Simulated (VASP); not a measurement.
Input:

```
CELL_PARAMETERS angstrom
      0.00000     2.79853     2.79853
      2.79853     0.00000     2.79853
      2.79853     2.79853     0.00000
ATOMIC_POSITIONS crystal
  Ag 0.00000 0.00000 0.00000
  Cl 0.50000 0.50000 0.50000
```

The numbers are results of PBE GGA, VASP's PBE PAW potentials (set 64) (plane waves; VASP), not measurements. Settings: 400 eV cut-off, Gaussian smearing of 0.050 eV, potentials Ag Cl.

**Question.** Give the energies of bands 2 to 11 at the high-symmetry points, in eV from the valence-band maximum.

**Answer.** 
```tsv
band	Γ	X	U	L	W
2	-2.33	-4.12	-4.03	-5.01	-4.02
3	-2.33	-2.91	-3.98	-3.98	-3.80
4	-2.33	-2.91	-3.62	-3.98	-3.80
5	-2.29	-2.63	-2.21	-1.99	-1.91
6	-2.29	-2.12	-1.94	-1.99	-1.91
7	-2.21	-1.88	-1.77	-1.69	-1.89
8	-2.21	-1.88	-1.59	0.00	-1.88
9	-2.21	-1.81	-0.99	0.00	-1.12
10	0.92	2.42	3.62	4.32	4.16
11	10.87	8.06	7.27	6.39	7.89
```

The gap is indirect, 0.92 eV, from the valence maximum at L to the conduction minimum at Γ.

The compound is AgCl in the rock salt structure. It was relaxed first.
